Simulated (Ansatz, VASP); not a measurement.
**Two plane-wave programs on CaSc**

```
CELL_PARAMETERS angstrom
0.00000 2.73093 2.73093
2.73093 0.00000 2.73093
2.73093 2.73093 0.00000
ATOMIC_POSITIONS crystal
Ca 0.50000 0.50000 0.50000
Sc 0.00000 0.00000 0.00000
```

Alike in both runs: task single point; functional PBE; k mesh 6 × 6 × 6; occupations gaussian, width 0.1 eV; no spin polarisation.

```csv
,VASP,Ansatz
version,VASP 6.6.1,Ansatz 0.2.0
potentials or method,"VASP PAW PBE potentials, release 64 (Ca_sv, Sc_sv)","scalar-relativistic, plane waves, PAW"
plane-wave cutoff (eV),520,420
valence electrons in the cell,21,21
```

VASP gave:

| Property | Result |
| --- | --- |
| gap on the k mesh at the Fermi level (eV) | none |
| pressure (GPa) | 20.0 |

What did Ansatz give for the same quantities?

gap on the k mesh at the Fermi level (eV): none; pressure (GPa): 19.7.

A gap of «none» marks a metal or a gap that the smearing closes.

Caveats: so large a pressure means that the cell lies far from this level's equilibrium, or that cutoff or potentials fall short (VASP).
